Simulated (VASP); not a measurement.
Input for VASP

### INCAR
```
SYSTEM = Cu3Au
PREC = Accurate; ENCUT = 520; LREAL = .FALSE.
LASPH = .TRUE.
EDIFF = 1E-6; NELM = 100; ALGO = Normal
LMAXMIX = 6
ISMEAR = 1; SIGMA = 0.1
GGA = BO; LUSE_VDW = .TRUE.; AGGAC = 0.0
PARAM1 = 0.1833333333; PARAM2 = 0.22
IBRION = 2; NSW = 60; ISIF = 3
EDIFFG = -0.02
LWAVE = .FALSE.; LCHARG = .FALSE.
```

File KPOINTS:
```
Automatic mesh
0
Gamma
8 8 8
0 0 0
```

### POSCAR
```
Cu3Au
1
    3.7147251490     0.0000000000    -0.0000000000
    0.0000000000     3.7147251490     0.0000000000
    0.0000000000     0.0000000000     3.7147251490
Cu Au
3 1
Direct
  0.0000000000   0.5000000000   0.5000000000
  0.5000000000   0.0000000000   0.5000000000
  0.5000000000   0.5000000000   0.0000000000
  0.0000000000   0.0000000000   0.0000000000
```

POTCAR, in this order: Cu Au (PBE.64 set). Program: vasp_std.

Translate this optB88-vdW calculation to Quantum ESPRESSO's pw.x.

One equivalent input (not run):
```
&CONTROL
  calculation = 'vc-relax'
  pseudo_dir = './pseudo'
  outdir = './out'
  tprnfor = .true.
  tstress = .true.
  nstep = 60
  forc_conv_thr = 0.00078
/
&SYSTEM
  ibrav = 0
  nat = 4
  ntyp = 2
  ecutwfc = 92
  occupations = 'smearing'
  smearing = 'methfessel-paxton'
  degauss = 0.00735
  input_dft = 'vdw-df-obk8'
/
&ELECTRONS
  conv_thr = 7.3e-08
  electron_maxstep = 100
/
&IONS
/
&CELL
/
ATOMIC_SPECIES
  Cu 63.546 Cu.upf
  Au 196.967 Au.upf
CELL_PARAMETERS angstrom
     3.7147251    0.0000000   -0.0000000
     0.0000000    3.7147251    0.0000000
     0.0000000    0.0000000    3.7147251
ATOMIC_POSITIONS crystal
  Cu   0.0000000  0.5000000  0.5000000
  Cu   0.5000000  0.0000000  0.5000000
  Cu   0.5000000  0.5000000  0.0000000
  Au   0.0000000  0.0000000  0.0000000
K_POINTS automatic
  8 8 8 0 0 0
```
The two are equivalent in intent, not identical: the potentials are each code's own (VASP's PAW set, PseudoDojo norm-conserving files in pw.x), so ENCUT and ecutwfc are chosen apart and not converted; conv_thr bounds pw.x's estimated SCF error, while EDIFF bounds the energy change between steps; forc_conv_thr acts on force components and is met together with etot_conv_thr.

The compound is Cu3Au in the L1_2 structure. This run relaxes it. Symmetry was kept, so distortions that lower it aren't found. The start is the result of an earlier pass.
